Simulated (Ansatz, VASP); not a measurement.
# SbP: VASP beside Ansatz, part 2 of 2

One calculation is typed for both programs; each brings its own data sets. How far apart do they land? The cell is generated by rule, not measured, and may not be a known phase. The cell is taken from a series of runs on this material, whose earlier steps may have relaxed, scaled, displaced or heated it; both programs get it as it stands.

VASP 6.6.1 and Ansatz 0.2.0.

So far. Step 2 (VASP: single point, LDA, pair 1): The run ends at a pressure of 0.45 GPa, with forces up to 0.15 eV/Å. Step 3 (Ansatz: single point, LDA, pair 1): The run ends at a pressure of 0.32 GPa, with forces up to 0.13 eV/Å.

## Step 5: VASP: single point, LDA, pair 2

Level of this step: LDA; plane waves and PAW (Sb, P); invented cell (VASP).

A single point takes one fixed geometry, so differences don't come from the geometry; what else differs is listed under the comparison.

The input, INCAR:

```
SYSTEM = SbP
PREC = Accurate
ENCUT = 500
EDIFF = 1E-06
NELM = 120
ISMEAR = 1
SIGMA = 0.15
LREAL = .FALSE.
ALGO = Normal
GGA = PW92
NBANDS = 28
LORBIT = 11
LWAVE = .FALSE.
LCHARG = .FALSE.
ISIF = 2
LASPH = .TRUE.
GGA_COMPAT = .FALSE.
KPAR = 2
```

The input, POSCAR:

```
SbP
1.0
   -4.6517605951      0.0000030644      0.0000000000
    0.0000000000      0.0000000000     -5.5486638842
   -0.0000053077     -8.0570856954      0.0000000000
Sb P
4 4
Direct
    0.5068004690      0.7500000000      0.1666666667
    0.9931995310      0.7500000000      0.6666666667
    0.0068004690      0.2500000000      0.3333333333
    0.4931995310      0.2500000000      0.8333333333
    0.0472939214      0.7500000000      0.3333333333
    0.4527060786      0.7500000000      0.8333333333
    0.5472939214      0.2500000000      0.1666666667
    0.9527060786      0.2500000000      0.6666666667
```

The input, KPOINTS:

```
Automatic mesh
0
Gamma
8 6 4
0 0 0
```

Potentials, in the order of the species: Sb and P (LDA family, release 64).

Run with:

```bash
$ mpirun -np 2 vasp_std
```

Numbers of over 12 decimals in the logs are rounded to 6 here.

The program printed:

```text
[banner, memory and clock lines left out]
running    2 mpi-ranks, on    1 nodes
[...]
[... a notice as in an earlier step ...]

 LDA part: xc-table for (Slater(with rela. corr.)+PW92), standard interpolation
 POSCAR, INCAR and KPOINTS ok, starting setup
[...]
entering main loop
       N       E                     dE             d eps       ncg     rms          rms(c)
DAV:   1     0.206856442070E+03    0.20686E+03   -0.14117E+04  3360   0.113E+03
DAV:   2    -0.208146452300E+02   -0.22767E+03   -0.22145E+03  4164   0.193E+02
DAV:   3    -0.411841624720E+02   -0.20370E+02   -0.19868E+02  4232   0.623E+01
DAV:   4    -0.417459088862E+02   -0.56175E+00   -0.55450E+00  4404   0.107E+01
[...]
DAV:  11    -0.408316271641E+02   -0.19837E-04   -0.13584E-04  4036   0.455E-02    0.284E-02
DAV:  12    -0.408316235873E+02    0.35767E-05   -0.17648E-05  4012   0.178E-02    0.147E-02
DAV:  13    -0.408316237171E+02   -0.12980E-06   -0.18227E-06  2280   0.599E-03
   1 F= -.40831624E+02 E0= -.40831726E+02  d E =0.306079E-03
```

From OUTCAR (step 5):

```text
  Total        1.9525383      1.2226130      0.0706651     -0.0000005      0.0000000      0.0000000
  in kB       15.0427205      9.4192397      0.5444170     -0.0000037      0.0000000      0.0000000
  external PRESSURE =       8.3354590 kB  Pullay stress =       0.0000000 kB

 POSITION                                       TOTAL-FORCE (eV/Angst)
 -----------------------------------------------------------------------------------
     -2.35752     -1.34285     -4.16150        -0.330183      0.109050      0.000000
     -4.62013     -5.37139     -4.16150         0.330183      0.109049     -0.000000
     -0.03164     -2.68570     -1.38717        -0.330183     -0.109049      0.000000
     -2.29425     -6.71424     -1.38717         0.330183     -0.109050     -0.000000
     -0.22000     -2.68570     -4.16150         0.236723     -0.242110     -0.000000
     -2.10588     -6.71424     -4.16150        -0.236724     -0.242109     -0.000000
     -2.54588     -1.34285     -1.38717         0.236724      0.242109     -0.000000
     -4.43176     -5.37139     -1.38717        -0.236723      0.242110      0.000000
 -----------------------------------------------------------------------------------
    total drift:                               -0.000000     -0.000000     -0.000000

  FREE ENERGIE OF THE ION-ELECTRON SYSTEM (eV)
  ---------------------------------------------------
  free  energy   TOTEN  =       -40.8316237171 eV

  energy  without entropy=      -40.8319297957  energy(sigma->0) =      -40.83172574

[... 2 parts as in an earlier step ...]

[... 1 further part left out ...]
[key lines of the parts left out:]
E-fermi :   6.3577
```

The run ends at a pressure of 0.83 GPa, with forces up to 0.35 eV/Å.

## Step 6: Ansatz: single point, LDA, pair 2

The same cell, functional (in two slightly different forms), mesh and smearing now go to Ansatz, which takes its cutoff from its data sets.

The cell is taken from a series of runs on this material, whose earlier steps may have relaxed, scaled, displaced or heated it; both programs get it as it stands.

The input, input.yaml:

```yaml
crystal:
  lattice:
    - [-4.6517605951, 3.0644e-06, 0.0]
    - [0.0, 0.0, -5.5486638842]
    - [-5.3077e-06, -8.0570856954, 0.0]
  atoms:
    - { symbol: Sb, position: [0.506800469, 0.75, 0.1666666667] }
    - { symbol: Sb, position: [-0.006800469, 0.75, 0.6666666667] }
    - { symbol: Sb, position: [1.006800469, 0.25, 0.3333333333] }
    - { symbol: Sb, position: [0.493199531, 0.25, 0.8333333333] }
    - { symbol: P, position: [1.0472939214, 0.75, 0.3333333333] }
    - { symbol: P, position: [0.4527060786, 0.75, 0.8333333333] }
    - { symbol: P, position: [0.5472939214, 0.25, 0.1666666667] }
    - { symbol: P, position: [-0.0472939214, 0.25, 0.6666666667] }
kpoints:
  mp_grid: { grid: [8, 6, 4] }
hamiltonian:
  xc: lda
scf:
  occupations: { method: methfessel_paxton, width: 0.15 }
output:
  forces: true
  stress: true
  eigenvalues: true
```

Run with:

```bash
$ ansatz run input.yaml --threads 4 --pin off --max-ram 7168MiB --backend cpu --events-out ev --progress --plain --runs-dir out
```

The program printed:

```text
[...]
Crystal: 8 atoms, lattice volume = 207.962 Å³
Basis set: ecut = 420 eV, 4059 PW (Γ)
Bands: 48, of which v1, the nominal top of the filled ones, is band 40 counted from 1 (39 counted from 0)
Symmetry: 8 space group operations
[...]
k-points: 60 of 192
[...]
k-point 0: bands = [... 36 lower, 5.9488, 5.9502, 6.0330, 7.3256, 7.7964, 8.5021, 10.0594, 10.4477, ... 4 higher]
  k-point 1: bands = [... 36 lower, 5.7163, 5.8172, 6.6900, 7.4505, 7.7881, 8.7174, 9.4832, 10.0102, ... 4 higher]
  k-point 2: bands = [... 36 lower, 5.5808, 5.5808, 7.3811, 7.3811, 8.2425, 8.2425, 9.4881, 9.4881, ... 4 higher]
  k-point 59: bands = [... 36 lower, 7.2781, 7.2781, 7.2781, 7.2781, 8.6594, 8.6594, 8.6594, 8.6594, ... 4 higher]
[key lines of the parts left out:]
SCF converged after 7 iterations
Free energy (F): -28244.645719 eV
Fermi energy:    8.216468 eV
P = ⅓ Tr σ = 0.6780 GPa (6.780 kbar)
```

The run ends at a pressure of 0.68 GPa, with forces up to 0.32 eV/Å.

## Step 7: Comparison

What differs besides the data sets and the points named for the pairs above, as far as they apply: the data sets hold 80 valence electrons in Ansatz (on its default PAW (the set named soft_2) files) and 40 in VASP. Total energies have different zeros and are not compared.

Compared:

```csv
quantity,Ansatz,VASP,difference
pressure (GPa),0.68,0.83,-0.16
```

Forces (eV/Å; atoms numbered as in POSCAR):

| atom | Ansatz x, y, z | VASP x, y, z |
| --- | --- | --- |
| Sb1 | -0.298, 0.105, 0.000 | -0.330, 0.109, 0.000 |
| Sb2 | 0.298, 0.105, 0.000 | 0.330, 0.109, 0.000 |
| Sb3 | -0.298, -0.105, 0.000 | -0.330, -0.109, 0.000 |
| Sb4 | 0.298, -0.105, 0.000 | 0.330, -0.109, 0.000 |
| P5 | 0.206, -0.238, 0.000 | 0.237, -0.242, 0.000 |
| P6 | -0.206, -0.238, 0.000 | -0.237, -0.242, 0.000 |
| P7 | 0.206, 0.238, 0.000 | 0.237, 0.242, 0.000 |
| P8 | -0.206, 0.238, 0.000 | -0.237, 0.242, 0.000 |

The forces differ by 18 meV/Å r.m.s., which is 9.2 % of the r.m.s. force of 0.198 eV/Å (both taken over all components).

## Step 8: What the set-up changes

Further runs change the set-up of one program: Ansatz's method, potentials or start, or VASP's data sets, cutoff or form of LDA. The table gives Ansatz less VASP for each quantity, since a change that brings one quantity closer may part another.

```csv
run,r.m.s. force difference (meV/Å),pressure (GPa)
as above,18,-0.16
VASP with the data sets Sb_d_GW and P,3.4,0.029
```

## Step 9: VASP: single point, LDA, pair 3

A single point takes one fixed geometry, so differences don't come from the geometry; what else differs is listed under the comparison.

INCAR is that of step 5.

The input, POSCAR:

```
SbP
1.0
   -4.6517605951      0.0000030644      0.0000000000
    0.0000000000      0.0000000000     -5.5486638842
   -0.0000053077     -8.0570856954      0.0000000000
Sb P
4 4
Direct
    0.5098915913      0.7500000000      0.1666666667
    0.9901084087      0.7500000000      0.6666666667
    0.0098915913      0.2500000000      0.3333333333
    0.4901084087      0.2500000000      0.8333333333
    0.0687911584      0.7500000000      0.3333333333
    0.4312088416      0.7500000000      0.8333333333
    0.5687911584      0.2500000000      0.1666666667
    0.9312088416      0.2500000000      0.6666666667
```

KPOINTS is that of step 5.

Run with:

```bash
$ mpirun -np 2 vasp_std
```

The program printed:

```text
[... set-up lines as in an earlier step ...]
 entering main loop
       N       E                     dE             d eps       ncg     rms          rms(c)
DAV:   1     0.207495307938E+03    0.20750E+03   -0.14123E+04  3360   0.113E+03
DAV:   2    -0.210419518740E+02   -0.22854E+03   -0.22246E+03  4192   0.193E+02
DAV:   3    -0.410870633824E+02   -0.20045E+02   -0.19630E+02  4204   0.623E+01
DAV:   4    -0.416326696541E+02   -0.54561E+00   -0.53969E+00  4428   0.106E+01
[...]
DAV:  11    -0.406852014960E+02   -0.21016E-04   -0.15184E-04  4040   0.484E-02    0.282E-02
DAV:  12    -0.406851959371E+02    0.55589E-05   -0.21354E-05  3956   0.197E-02    0.162E-02
DAV:  13    -0.406851960892E+02   -0.15214E-06   -0.24189E-06  2552   0.669E-03
   1 F= -.40685196E+02 E0= -.40684393E+02  d E =-.241056E-02
```

Parts of OUTCAR (step 9):

```text
  Total        3.9941341      2.1090118      0.0241844     -0.0000012      0.0000000      0.0000000
  in kB       30.7715568     16.2482220      0.1863208     -0.0000096      0.0000000      0.0000000
  external PRESSURE =      15.7353665 kB  Pullay stress =       0.0000000 kB

 POSITION                                       TOTAL-FORCE (eV/Angst)
 -----------------------------------------------------------------------------------
     -2.37189     -1.34285     -4.16150        -0.739857      0.290164     -0.000000
     -4.60575     -5.37139     -4.16150         0.739857      0.290164     -0.000000
     -0.04602     -2.68570     -1.38717        -0.739857     -0.290164      0.000000
     -2.27987     -6.71424     -1.38717         0.739857     -0.290164      0.000000
     -0.32000     -2.68570     -4.16150         0.676649     -0.476246      0.000000
     -2.00588     -6.71424     -4.16150        -0.676650     -0.476245      0.000000
     -2.64588     -1.34285     -1.38717         0.676650      0.476245     -0.000000
     -4.33176     -5.37139     -1.38717        -0.676649      0.476246     -0.000000
 -----------------------------------------------------------------------------------
    total drift:                                0.000000     -0.000000      0.000000

  FREE ENERGIE OF THE ION-ELECTRON SYSTEM (eV)
  ---------------------------------------------------
  free  energy   TOTEN  =       -40.6851960892 eV

  energy  without entropy=      -40.6827855290  energy(sigma->0) =      -40.68439257

[... 2 parts as in an earlier step ...]

[... 1 further part left out ...]
[key lines of the parts left out:]
E-fermi :   6.3110
```

The run ends at a pressure of 1.57 GPa, with forces up to 0.83 eV/Å.

## Step 10: Ansatz: single point, LDA, pair 3

The same cell, functional (in two slightly different forms), mesh and smearing now go to Ansatz, which takes its cutoff from its data sets.

The cell is taken from a series of runs on this material, whose earlier steps may have relaxed, scaled, displaced or heated it; both programs get it as it stands.

input.yaml, the sections that differ from step 6:

```yaml
crystal:
  lattice:
    - [-4.6517605951, 3.0644e-06, 0.0]
    - [0.0, 0.0, -5.5486638842]
    - [-5.3077e-06, -8.0570856954, 0.0]
  atoms:
    - { symbol: Sb, position: [0.5098915913, 0.75, 0.1666666667] }
    - { symbol: Sb, position: [-0.0098915913, 0.75, 0.6666666667] }
    - { symbol: Sb, position: [1.0098915913, 0.25, 0.3333333333] }
    - { symbol: Sb, position: [0.4901084087, 0.25, 0.8333333333] }
    - { symbol: P, position: [1.0687911584, 0.75, 0.3333333333] }
    - { symbol: P, position: [0.4312088416, 0.75, 0.8333333333] }
    - { symbol: P, position: [0.5687911584, 0.25, 0.1666666667] }
    - { symbol: P, position: [-0.0687911584, 0.25, 0.6666666667] }
# kpoints, hamiltonian, scf, output: as in step 6
```

Run with:

```bash
$ ansatz run input.yaml --threads 4 --pin off --max-ram 7168MiB --backend cpu --events-out ev --progress --plain --runs-dir out
```

The program printed:

```text
[...]
Crystal: 8 atoms, lattice volume = 207.962 Å³
Basis set: ecut = 420 eV, 4059 PW (Γ)
Bands: 48, of which v1, the nominal top of the filled ones, is band 40 counted from 1 (39 counted from 0)
Symmetry: 8 space group operations
[...]
k-points: 60 of 192
[...]
k-point 0: bands = [... 36 lower, 5.9081, 5.9806, 6.0872, 7.0816, 7.6654, 8.7183, 9.6870, 10.6019, ... 4 higher]
  k-point 1: bands = [... 36 lower, 5.7532, 5.7754, 6.7051, 7.2192, 7.7106, 8.8942, 9.6553, 9.7219, ... 4 higher]
  k-point 2: bands = [... 36 lower, 5.5811, 5.5811, 7.2593, 7.2593, 8.2637, 8.2637, 9.6085, 9.6085, ... 4 higher]
  k-point 59: bands = [... 36 lower, 7.2940, 7.2940, 7.2940, 7.2940, 8.7010, 8.7010, 8.7010, 8.7010, ... 4 higher]
[key lines of the parts left out:]
SCF converged after 7 iterations
Free energy (F): -28244.512378 eV
Fermi energy:    8.167654 eV
P = ⅓ Tr σ = 1.3651 GPa (13.651 kbar)
```

The run ends at a pressure of 1.37 GPa, with forces up to 0.78 eV/Å.

## Step 11: Differences

What differs besides the data sets and the points named for the pairs above, as far as they apply: the data sets hold 80 valence electrons in Ansatz (on its default PAW (the set named soft_2) files) and 40 in VASP. Total energies have different zeros and are not compared.

The two programs side by side:

| quantity | Ansatz | VASP | difference |
| --- | --- | --- | --- |
| pressure (GPa) | 1.37 | 1.57 | -0.21 |

Forces (eV/Å; atoms numbered as in POSCAR):

```csv
atom,"Ansatz x, y, z","VASP x, y, z"
Sb1,"-0.689, 0.275, 0.000","-0.740, 0.290, 0.000"
Sb2,"0.689, 0.275, 0.000","0.740, 0.290, 0.000"
Sb3,"-0.689, -0.275, 0.000","-0.740, -0.290, 0.000"
Sb4,"0.689, -0.275, 0.000","0.740, -0.290, 0.000"
P5,"0.629, -0.461, 0.000","0.677, -0.476, 0.000"
P6,"-0.629, -0.461, 0.000","-0.677, -0.476, 0.000"
P7,"0.629, 0.461, 0.000","0.677, 0.476, 0.000"
P8,"-0.629, 0.461, 0.000","-0.677, 0.476, 0.000"
```

The forces differ by 30 meV/Å r.m.s., which is 6.4 % of the r.m.s. force of 0.468 eV/Å (both taken over all components).

## Step 12: What came out

| Property | Result |
| --- | --- |
| r.m.s. force difference (single point, LDA, pair 1) | 12 meV/Å |
| r.m.s. force difference (single point, LDA, pair 2) | 18 meV/Å |
| r.m.s. force difference (single point, LDA, pair 3) | 6.4 % of the r.m.s. force |

In words: The r.m.s. force difference is 6.4 % of the r.m.s. force (single point, LDA, pair 3), beyond the 3 % picked in this series as the mark of a large difference. The data sets hold unlike numbers of valence electrons (80 in Ansatz and 40 in VASP), so part of the differences may come from the potentials. Single point, LDA, pair 2, VASP with the data sets Sb_d_GW and P: r.m.s. force difference goes from 18 to 3.4 meV/Å; the difference in pressure goes from -0.16 to 0.029 GPa. What causes the difference of the single point, LDA, pair 3 pair stays open here. 2 further pairs of this series are not shown here. Such differences can come from data sets, numerical settings and the points named under the comparisons, not from the functional's error against experiment.

[Lines on the potential files, build, host, timing and source positions are cut from VASP's logs without a mark.]

[Logs are printed without paths, hosts, clocks, repeated set-up lines and the standing remarks that a program may print on its own settings, such as how far it seeks lower states.]

[Hosts, paths, dates, database ids (printed as entryN), source tags and the programs' standing remarks are cut or masked in the printed files.]
